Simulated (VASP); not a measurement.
Elastic constants (GPa) of a crystal from PBE GGA, VASP's PBE PAW potentials (set 64) run with VASP 6.6.1:

|  | xx | yy | zz | yz | xz | xy |
|---|---|---|---|---|---|---|
| xx | 279.0 | 159.7 | 159.7 | 0.0 | 0.0 | 0.0 |
| yy | 159.7 | 279.0 | 159.7 | 0.0 | 0.0 | 0.0 |
| zz | 159.7 | 159.7 | 279.0 | 0.0 | 0.0 | 0.0 |
| yz | 0.0 | 0.0 | 0.0 | 131.0 | 0.0 | 0.0 |
| xz | 0.0 | 0.0 | 0.0 | 0.0 | 131.0 | 0.0 |
| xy | 0.0 | 0.0 | 0.0 | 0.0 | 0.0 | 131.0 |

Finite-difference elastic constants of metals are sensitive to mesh and smearing; shear constants can be off by tens of GPa.

**Question.** Work out the Voigt, Reuss and Hill moduli, Young's modulus and Poisson's ratio.

**Answer.** All eigenvalues are positive (smallest 119.3 GPa), so the crystal is stable. K_V = (C11+C22+C33+2(C12+C13+C23))/9 = (837.0 + 2×479.1)/9 = 199.5 GPa; G_V = (837.0 − 479.1 + 3×393.0)/15 = 102.5 GPa. From the compliances, K_R = 199.5 GPa and G_R = 88.6 GPa. Hill: K = 199.5 GPa, G = 95.5 GPa, E = 9KG/(3K+G) = 247.1 GPa, ν = (3K−2G)/(2(3K+G)) = 0.293. K/G = 2.09, above Pugh's 1.75; universal anisotropy A^U = 0.78.

**Question.** With a density of 8.99 g/cm³, what are the mean sound speeds?

**Answer.** v_l = √((K+4G/3)/ρ) = 6.03 km/s and v_t = √(G/ρ) = 3.26 km/s. The crystal is Ni (fcc), cubic.

The compound is Ni in the fcc structure. It was relaxed first.
